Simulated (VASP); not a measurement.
OSZICAR of a VASP run on BSi62:

File OSZICAR:
```
...
   2 F= -.33788336E+03 E0= -.33785603E+03  d E =-.844840E+00  mag=     2.0000
       N       E                     dE             d eps       ncg     rms          rms(c)
DAV:   1    -0.338210215721E+03   -0.32686E+00   -0.22062E+01   660   0.837E+00    0.183E+00
RMM:   2    -0.338270396892E+03   -0.60181E-01   -0.92091E-01   632   0.206E+00    0.791E-01
RMM:   3    -0.338278724856E+03   -0.83280E-02   -0.14311E-01   636   0.854E-01    0.403E-01
RMM:   4    -0.338281206936E+03   -0.24821E-02   -0.29612E-02   680   0.386E-01    0.245E-01
RMM:   5    -0.338281811081E+03   -0.60414E-03   -0.58603E-03   667   0.171E-01    0.131E-01
RMM:   6    -0.338281952363E+03   -0.14128E-03   -0.16090E-03   658   0.845E-02    0.626E-02
RMM:   7    -0.338281996628E+03   -0.44265E-04   -0.32294E-04   670   0.379E-02    0.215E-02
RMM:   8    -0.338282004359E+03   -0.77309E-05   -0.68401E-05   510   0.177E-02
   3 F= -.33828200E+03 E0= -.33825571E+03  d E =-.124349E+01  mag=     2.0000
       N       E                     dE             d eps       ncg     rms          rms(c)
DAV:   1    -0.338476286467E+03   -0.19429E+00   -0.10541E+01   664   0.639E+00    0.131E+00
RMM:   2    -0.338506514299E+03   -0.30228E-01   -0.41224E-01   632   0.139E+00    0.580E-01
RMM:   3    -0.338509299896E+03   -0.27856E-02   -0.71268E-02   636   0.617E-01    0.252E-01
RMM:   4    -0.338510431649E+03   -0.11318E-02   -0.14752E-02   692   0.284E-01    0.160E-01
RMM:   5    -0.338510661938E+03   -0.23029E-03   -0.25564E-03   658   0.121E-01    0.803E-02
RMM:   6    -0.338510725035E+03   -0.63097E-04   -0.74256E-04   651   0.606E-02    0.406E-02
RMM:   7    -0.338510745242E+03   -0.20207E-04   -0.17808E-04   656   0.285E-02    0.164E-02
RMM:   8    -0.338510749433E+03   -0.41907E-05   -0.38690E-05   463   0.135E-02
   4 F= -.33851075E+03 E0= -.33848077E+03  d E =-.228745E+00  mag=     2.0000
       N       E                     dE             d eps       ncg     rms          rms(c)
DAV:   1    -0.338518473998E+03   -0.77288E-02   -0.67588E-01   720   0.162E+00    0.331E-01
RMM:   2    -0.338520154886E+03   -0.16809E-02   -0.25552E-02   632   0.346E-01    0.148E-01
RMM:   3    -0.338520307542E+03   -0.15266E-03   -0.45937E-03   635   0.157E-01    0.624E-02
RMM:   4    -0.338520376128E+03   -0.68586E-04   -0.93513E-04   686   0.717E-02    0.392E-02
RMM:   5    -0.338520392701E+03   -0.16574E-04   -0.18692E-04   632   0.314E-02    0.211E-02
RMM:   6    -0.338520396684E+03   -0.39829E-05   -0.49971E-05   483   0.157E-02
   5 F= -.33852040E+03 E0= -.33848995E+03  d E =-.238392E+00  mag=     2.0000
       N       E                     dE             d eps       ncg     rms          rms(c)
DAV:   1    -0.338573753536E+03   -0.53361E-01   -0.23910E+00   664   0.299E+00    0.711E-01
RMM:   2    -0.338582356177E+03   -0.86026E-02   -0.98909E-02   632   0.699E-01    0.311E-01
RMM:   3    -0.338582812311E+03   -0.45613E-03   -0.19214E-02   637   0.327E-01    0.129E-01
RMM:   4    -0.338583133985E+03   -0.32167E-03   -0.40534E-03   678   0.154E-01    0.765E-02
RMM:   5    -0.338583199746E+03   -0.65761E-04   -0.75064E-04   674   0.652E-02    0.435E-02
RMM:   6    -0.338583225154E+03   -0.25408E-04   -0.19299E-04   636   0.316E-02    0.152E-02
RMM:   7    -0.338583230404E+03   -0.52508E-05   -0.63556E-05   538   0.160E-02
   6 F= -.33858323E+03 E0= -.33855333E+03  d E =-.628337E-01  mag=     2.0000
       N       E                     dE             d eps       ncg     rms          rms(c)
DAV:   1    -0.338587958088E+03   -0.47329E-02   -0.47625E-01   720   0.135E+00    0.316E-01
RMM:   2    -0.338589678953E+03   -0.17209E-02   -0.20033E-02   632   0.315E-01    0.136E-01
RMM:   3    -0.338589813074E+03   -0.13412E-03   -0.37984E-03   641   0.147E-01    0.568E-02
RMM:   4    -0.338589873294E+03   -0.60220E-04   -0.77496E-04   674   0.684E-02    0.332E-02
RMM:   5    -0.338589888889E+03   -0.15595E-04   -0.15994E-04   659   0.288E-02    0.181E-02
RMM:   6    -0.338589893173E+03   -0.42839E-05   -0.33006E-05   450   0.133E-02
   7 F= -.33858989E+03 E0= -.33856147E+03  d E =-.694965E-01  mag=     2.0000
       N       E                     dE             d eps       ncg     rms          rms(c)
DAV:   1    -0.338604046745E+03   -0.14158E-01   -0.84755E-01   660   0.182E+00    0.397E-01
RMM:   2    -0.338606608271E+03   -0.25615E-02   -0.32565E-02   632   0.402E-01    0.176E-01
RMM:   3    -0.338606731281E+03   -0.12301E-03   -0.59482E-03   636   0.186E-01    0.746E-02
RMM:   4    -0.338606833311E+03   -0.10203E-03   -0.13386E-03   677   0.873E-02    0.456E-02
RMM:   5    -0.338606859156E+03   -0.25845E-04   -0.24841E-04   675   0.353E-02    0.246E-02
RMM:   6    -0.338606868480E+03   -0.93247E-05   -0.64594E-05   538   0.175E-02
   8 F= -.33860687E+03 E0= -.33858208E+03  d E =-.169753E-01  mag=     2.0000
       N       E                     dE             d eps       ncg     rms          rms(c)
DAV:   1    -0.338607435367E+03   -0.57621E-03   -0.53330E-02   704   0.459E-01    0.971E-02
RMM:   2    -0.338607604514E+03   -0.16915E-03   -0.20637E-03   632   0.101E-01    0.429E-02
RMM:   3    -0.338607621289E+03   -0.16775E-04   -0.38873E-04   637   0.472E-02    0.189E-02
RMM:   4    -0.338607629523E+03   -0.82348E-05   -0.88533E-05   635   0.221E-02
   9 F= -.33860763E+03 E0= -.33858370E+03  d E =-.177364E-01  mag=     2.0000
       N       E                     dE             d eps       ncg     rms          rms(c)
DAV:   1    -0.338614602189E+03   -0.69809E-02   -0.35438E-01   672   0.117E+00    0.243E-01
RMM:   2    -0.338615644011E+03   -0.10418E-02   -0.12651E-02   632   0.253E-01    0.111E-01
RMM:   3    -0.338615746884E+03   -0.10287E-03   -0.25073E-03   637   0.119E-01    0.490E-02
RMM:   4    -0.338615803174E+03   -0.56290E-04   -0.58765E-04   672   0.563E-02    0.291E-02
RMM:   5    -0.338615817887E+03   -0.14713E-04   -0.12442E-04   629   0.238E-02    0.168E-02
RMM:   6    -0.338615824047E+03   -0.61603E-05   -0.33723E-05   447   0.119E-02
  10 F= -.33861582E+03 E0= -.33859325E+03  d E =-.819452E-02  mag=     2.0000
       N       E                     dE             d eps       ncg     rms          rms(c)
DAV:   1    -0.338616922300E+03   -0.11044E-02   -0.14480E-01   688   0.748E-01    0.154E-01
RMM:   2    -0.338617348703E+03   -0.42640E-03   -0.51733E-03   632   0.162E-01    0.704E-02
RMM:   3    -0.338617393121E+03   -0.44418E-04   -0.10257E-03   638   0.760E-02    0.311E-02
RMM:   4    -0.338617415978E+03   -0.22857E-04   -0.23904E-04   664   0.360E-02    0.185E-02
RMM:   5    -0.338617421508E+03   -0.55300E-05   -0.48038E-05   491   0.151E-02
  11 F= -.33861742E+03 E0= -.33859565E+03  d E =-.979198E-02  mag=     2.0000
       N       E                     dE             d eps       ncg     rms          rms(c)
DAV:   1    -0.338622527781E+03   -0.51118E-02   -0.32890E-01   656   0.113E+00    0.214E-01
RMM:   2    -0.338623354419E+03   -0.82664E-03   -0.10900E-02   632   0.238E-01    0.105E-01
RMM:   3    -0.338623461703E+03   -0.10728E-03   -0.22786E-03   640   0.112E-01    0.467E-02
RMM:   4    -0.338623514850E+03   -0.53147E-04   -0.54702E-04   687   0.536E-02    0.285E-02
RMM:   5    -0.338623525039E+03   -0.10190E-04   -0.98537E-05   609   0.228E-02    0.168E-02
RMM:   6    -0.338623529038E+03   -0.39981E-05   -0.29972E-05   425   0.115E-02
  12 F= -.33862353E+03 E0= -.33860309E+03  d E =-.610753E-02  mag=     2.0000
       N       E                     dE             d eps       ncg     rms          rms(c)
DAV:   1    -0.338624434298E+03   -0.90926E-03   -0.11818E-01   656   0.677E-01    0.128E-01
RMM:   2    -0.338624731930E+03   -0.29763E-03   -0.39218E-03   632   0.143E-01    0.624E-02
RMM:   3    -0.338624773433E+03   -0.41503E-04   -0.81495E-04   640   0.669E-02    0.285E-02
RMM:   4    -0.338624792214E+03   -0.18781E-04   -0.19368E-04   671   0.321E-02    0.177E-02
RMM:   5    -0.338624795726E+03   -0.35120E-05   -0.34469E-05   435   0.137E-02
  13 F= -.33862480E+03 E0= -.33860509E+03  d E =-.737422E-02  mag=     2.0000
       N       E                     dE             d eps       ncg     rms          rms(c)
DAV:   1    -0.338627094734E+03   -0.23025E-02   -0.16749E-01   656   0.793E-01    0.175E-01
RMM:   2    -0.338627669139E+03   -0.57440E-03   -0.69287E-03   632   0.191E-01    0.789E-02
RMM:   3    -0.338627744453E+03   -0.75314E-04   -0.13547E-03   640   0.897E-02    0.376E-02
RMM:   4    -0.338627770685E+03   -0.26232E-04   -0.32325E-04   688   0.425E-02    0.226E-02
RMM:   5    -0.338627775081E+03   -0.43961E-05   -0.50136E-05   519   0.176E-02
  14 F= -.33862778E+03 E0= -.33860925E+03  d E =-.297935E-02  mag=     2.0000
       N       E                     dE             d eps       ncg     rms          rms(c)
DAV:   1    -0.338627850571E+03   -0.79886E-04   -0.58545E-03   720   0.148E-01    0.327E-02
RMM:   2    -0.338627872069E+03   -0.21499E-04   -0.24853E-04   632   0.365E-02    0.151E-02
RMM:   3    -0.338627875874E+03   -0.38048E-05   -0.53968E-05   548   0.176E-02    0.749E-03
RMM:   4    -0.338627877018E+03   -0.11441E-05   -0.10816E-05   378   0.807E-03
  15 F= -.33862788E+03 E0= -.33860960E+03  d E =-.308129E-02  mag=     2.0000
       N       E                     dE             d eps       ncg     rms          rms(c)
DAV:   1    -0.338628973268E+03   -0.10974E-02   -0.90077E-02   672   0.585E-01    0.129E-01
RMM:   2    -0.338629259234E+03   -0.28597E-03   -0.35009E-03   632   0.137E-01    0.607E-02
RMM:   3    -0.338629298343E+03   -0.39110E-04   -0.72253E-04   640   0.652E-02    0.288E-02
RMM:   4    -0.338629313126E+03   -0.14782E-04   -0.17709E-04   672   0.313E-02    0.172E-02
RMM:   5    -0.338629315732E+03   -0.26067E-05   -0.27365E-05   408   0.132E-02
  16 F= -.33862932E+03 E0= -.33861175E+03  d E =-.143871E-02  mag=     2.0000
```

### Question
Which electronic solver shows in the log?

### Answer
It is blocked Davidson (ALGO = Normal, or the opening steps of other solvers) and then RMM-DIIS (ALGO = Fast or VeryFast). The INCAR had ALGO = Fast.

### Question
How was spin treated?

### Answer
Collinear spin (ISPIN = 2): the summary line carries one mag value, 2.00 μB in the cell.

### Question
Can the final energy be trusted as converged?

### Answer
The calculation finished and met its thresholds. It stopped with EDIFF = 1E-5, NELM = 100, NSW = 70 and EDIFFG = -0.03 after 16 ionic steps (PBE GGA, plane waves, VASP's PBE PAW potentials (set 64)).  The cell is charged, with a uniform compensating background. The supercell is sampled at Γ alone, which is coarse: total energies, pressure and levels can be off, energies of defects by several tenths of an eV.

The cell is a supercell with a defect, built from Si (diamond): B_Si-vac_Si, charge +1. The total moment is imposed (NUPDOWN), so this need not be the lowest spin state.
